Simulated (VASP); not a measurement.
An input for Quantum ESPRESSO's pw.x (written as the equivalent of a VASP run, and not itself run):

```
&CONTROL
  calculation = 'scf'
  pseudo_dir = './pseudo'
  outdir = './out'
  tprnfor = .true.
  tstress = .true.
/
&SYSTEM
  ibrav = 0
  nat = 1
  ntyp = 1
  ecutwfc = 98
  occupations = 'tetrahedra'
  input_dft = 'pz'
  nspin = 2
  starting_magnetization(1) = 0.06
/
&ELECTRONS
  conv_thr = 7.3e-09
  electron_maxstep = 100
/
ATOMIC_SPECIES
  Ni 58.693 Ni.upf
CELL_PARAMETERS angstrom
     0.0000000    1.7105702    1.7105702
     1.7105702    0.0000000    1.7105702
     1.7105702    1.7105702    0.0000000
ATOMIC_POSITIONS crystal
  Ni   0.0000000  0.0000000  0.0000000
K_POINTS automatic
  20 20 20 0 0 0
```

Write the VASP files for the same calculation (LDA).

Several could match; the one computed here: 
File POSCAR:
```
Ni
1
    0.0000000000     1.7105702309     1.7105702309
    1.7105702309     0.0000000000     1.7105702309
    1.7105702309     1.7105702309     0.0000000000
Ni
1
Direct
  0.0000000000   0.0000000000   0.0000000000
```

INCAR:
```
ALGO = Normal
EDIFF = 1E-7
ENCUT = 520
ISIF = 2
ISMEAR = -5
ISPIN = 2
LASPH = T
LCHARG = T
LMAXMIX = 4
LORBIT = 11
LREAL = F
LWAVE = F
MAGMOM = 0.6
NEDOS = 601
NELM = 100
PREC = Accurate
SYSTEM = Ni
```

**KPOINTS**
```
kpoints
0
gamma
  20 20 20
0 0 0
```

POTCAR, in this order: Ni (LDA.64 set). Program: vasp_std.

Limits of the translation: the potentials are each code's own (VASP's PAW set, PseudoDojo norm-conserving files in pw.x), so ENCUT and ecutwfc are chosen apart and not converted; conv_thr bounds pw.x's estimated SCF error, while EDIFF bounds the energy change between steps; starting_magnetization is a fraction of the valence charge and MAGMOM a moment in μB, so they match only roughly.

The compound is Ni in the fcc structure. It was relaxed first, which changed the volume by -8 %.
